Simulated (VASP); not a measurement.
All values below come from r2SCAN meta-GGA, VASP's PBE PAW potentials (set 64) (plane waves; VASP 6.6.1).

A VASP calculation is set up with these files.

INCAR:
```
! general
SYSTEM  = C
PREC    = Accurate
ENCUT   = 620
LREAL   = .FALSE.   ! projection in real space or not
LASPH   = .TRUE.   ! aspherical one-centre terms

! electronic loop
EDIFF   = 1E-6
NELM    = 100
ALGO    = Normal   ! blocked Davidson
LMIXTAU = .TRUE.

! smearing
ISMEAR  = 0   ! Gaussian
SIGMA   = 0.05   ! width (eV)

! functional
METAGGA = R2SCAN

! ions
IBRION  = 2   ! conjugate gradients
NSW     = 40   ! most ionic steps
ISIF    = 3   ! ions, shape and volume
EDIFFG  = -0.02
PSTRESS = 100   ! kbar

! output
LWAVE   = .FALSE.
LCHARG  = .FALSE.
```

POSCAR:
```
C
1
   -0.0000000000     1.7678133904     1.7678133904
    1.7678133904     0.0000000000     1.7678133904
    1.7678133904     1.7678133904     0.0000000000
C
2
Direct
  0.0000000000   0.0000000000   0.0000000000
  0.2500000000   0.2500000000   0.2500000000
```

KPOINTS:
```
Automatic mesh
0
Gamma
13 13 13
0 0 0
```

POTCAR, in this order: C (PBE.64 set). Program: vasp_std.

Output

### OUTCAR
```
 ion  position               nearest neighbor table
   1  0.000  0.000  0.000-   2 1.53   2 1.53   2 1.53   2 1.53
   2  0.250  0.250  0.250-   1 1.53   1 1.53   1 1.53   1 1.53
  LATTYP: Found a face centered cubic cell.
 ALAT       =     3.5356267808
 Subroutine PRICEL returns:
 Original cell was already a primitive cell.
 Subroutine GETGRP returns: Found 48 space group operations
The static configuration has the point symmetry T_d .
 The point group associated with its full space group is O_h .
The dynamic configuration has the point symmetry T_d .
 Subroutine INISYM returns: Found 48 space group operations
 Subroutine IBZKPT returns following result:
 Found     84 irreducible k-points:

 Following reciprocal coordinates:
            Coordinates               Weight
  0.000000  0.000000  0.000000      1.000000
  0.076923  0.000000  0.000000      8.000000
  0.153846  0.000000  0.000000      8.000000
  0.230769  0.000000  0.000000      8.000000
  0.307692  0.000000  0.000000      8.000000
  0.384615  0.000000  0.000000      8.000000
  0.461538  0.000000  0.000000      8.000000
  0.076923  0.076923  0.000000      6.000000
  0.153846  0.076923  0.000000     24.000000
  0.230769  0.076923  0.000000     24.000000
  0.307692  0.076923  0.000000     24.000000
  0.384615  0.076923  0.000000     24.000000
  0.461538  0.076923  0.000000     24.000000
 -0.461538  0.076923  0.000000     24.000000
 -0.384615  0.076923  0.000000     24.000000
 -0.307692  0.076923  0.000000     24.000000
 -0.230769  0.076923  0.000000     24.000000
 -0.153846  0.076923  0.000000     24.000000
 -0.076923  0.076923  0.000000     12.000000
  0.153846  0.153846  0.000000      6.000000
  0.230769  0.153846  0.000000     24.000000
  0.307692  0.153846  0.000000     24.000000
  0.384615  0.153846  0.000000     24.000000
  0.461538  0.153846  0.000000     24.000000
 -0.461538  0.153846  0.000000     24.000000
 -0.384615  0.153846  0.000000     24.000000
 -0.307692  0.153846  0.000000     24.000000
 -0.230769  0.153846  0.000000     24.000000
 -0.153846  0.153846  0.000000     12.000000
  0.230769  0.230769  0.000000      6.000000
  0.307692  0.230769  0.000000     24.000000
  0.384615  0.230769  0.000000     24.000000
  0.461538  0.230769  0.000000     24.000000
 -0.461538  0.230769  0.000000     24.000000
 -0.384615  0.230769  0.000000     24.000000
 -0.307692  0.230769  0.000000     24.000000
 -0.230769  0.230769  0.000000     12.000000
  0.307692  0.307692  0.000000      6.000000
  0.384615  0.307692  0.000000     24.000000
  0.461538  0.307692  0.000000     24.000000
   k-points           NKPTS =     84   k-points in BZ     NKDIM =     84   number of bands    NBANDS=      8
   number of dos      NEDOS =    301   number of ions     NIONS =      2
   total plane-waves  NPLWV =   8000
   dimension x,y,z NGX =    20 NGY =   20 NGZ =   20
   dimension x,y,z NGXF=    40 NGYF=   40 NGZF=   40
   ions per type =               2
   PREC   = accura    normal or accurate (medium, high low for compatibility)
   ISTART =      0    job   : 0-new  1-cont  2-samecut
   ICHARG =      2    charge: 1-file 2-atom 10-const
   ISPIN  =      1    spin polarized calculation?
   LNONCOLLINEAR =      F non collinear calculations
   LSORBIT =      F    spin-orbit coupling
   INIWAV =      1    electr: 0-lowe 1-rand  2-diag
   ENCUT  =  620.0 eV  45.57 Ry    6.75 a.u.   5.08  5.08  5.08*2*pi/ulx,y,z
   NELM   =    100;   NELMIN=  2; NELMDL= -5     # of ELM steps
   EDIFF  = 0.1E-05   stopping-criterion for ELM
   LREAL  =      F    real-space projection
   NLSPLINE    = F    spline interpolate recip. space projectors
...
```

**OSZICAR**
```
       N       E                     dE             d eps       ncg     rms          rms(c)
DAV:   1     0.478978140875E+00    0.47898E+00   -0.58859E+03  1360   0.119E+03
DAV:   2    -0.218431263007E+02   -0.22322E+02   -0.21183E+02  2136   0.127E+02
DAV:   3    -0.219763205235E+02   -0.13319E+00   -0.13319E+00  1408   0.130E+01
DAV:   4    -0.219766436705E+02   -0.32315E-03   -0.32315E-03  1984   0.515E-01
DAV:   5    -0.219766437478E+02   -0.77349E-07   -0.77348E-07  1416   0.553E-03    0.528E+00
DAV:   6    -0.194615478145E+02    0.25151E+01   -0.35164E-01  1656   0.675E+00    0.432E+00
DAV:   7    -0.224290927849E+02   -0.29675E+01   -0.14292E+00  1584   0.918E+00    0.954E-01
DAV:   8    -0.194723946353E+02    0.29567E+01   -0.42982E-01  1464   0.593E+00    0.114E+00
DAV:   9    -0.196446082567E+02   -0.17221E+00   -0.28071E-02  1528   0.222E+00    0.195E-01
DAV:  10    -0.196552494636E+02   -0.10641E-01   -0.71882E-03  1736   0.991E-01    0.182E-01
DAV:  11    -0.196546391120E+02    0.61035E-03   -0.10664E-04  1352   0.118E-01    0.146E-01
DAV:  12    -0.196573055864E+02   -0.26665E-02   -0.64707E-04  1344   0.340E-01    0.240E-02
DAV:  13    -0.196573383709E+02   -0.32785E-04   -0.12689E-05  1904   0.505E-02    0.170E-02
DAV:  14    -0.196573384762E+02   -0.10528E-06   -0.14071E-06  1296   0.151E-02
   1 F= -.18967689E+02 E0= -.18967689E+02  d E =-.189677E+02
```

### OUTCAR
```
------------------------ aborting loop because EDIFF is reached ----------------------------------------
  FORCE on cell =-STRESS in cart. coord.  units (eV):
  Direction    XX          YY          ZZ          XY          YZ          ZX
  --------------------------------------------------------------------------------------
  Total        0.7035885      0.7035885      0.7035885      0.0000000      0.0000000      0.0000000
  in kB      102.0211077    102.0211077    102.0211077      0.0000000      0.0000000      0.0000000
  external PRESSURE =       2.0211077 kB  Pullay stress =     100.0000000 kB
  volume of cell :       11.05
      direct lattice vectors                 reciprocal lattice vectors
     0.000000000  1.767813390  1.767813390    -0.282835283  0.282835283  0.282835283
     1.767813390  0.000000000  1.767813390     0.282835283 -0.282835283  0.282835283
     1.767813390  1.767813390  0.000000000     0.282835283  0.282835283 -0.282835283
 POSITION                                       TOTAL-FORCE (eV/Angst)
 -----------------------------------------------------------------------------------
      0.00000      0.00000      0.00000         0.000000      0.000000      0.000000
      0.88391      0.88391      0.88391        -0.000000     -0.000000     -0.000000
 -----------------------------------------------------------------------------------
    total drift:                                0.000000      0.000000      0.000000
  FREE ENERGIE OF THE ION-ELECTRON SYSTEM (eV)
  ---------------------------------------------------
  free  energy   TOTEN  =       -19.6573384762 eV

  energy  without entropy=      -19.6573384762  energy(sigma->0) =      -19.65733848
  enthalpy is  TOTEN    =       -18.9676885870 eV   P V=        0.6896498892

 reached required accuracy - stopping structural energy minimisation
```
(Selected blocks of OUTCAR.)

The compound is C in the diamond structure. It was relaxed first under an external pressure of 10 GPa.
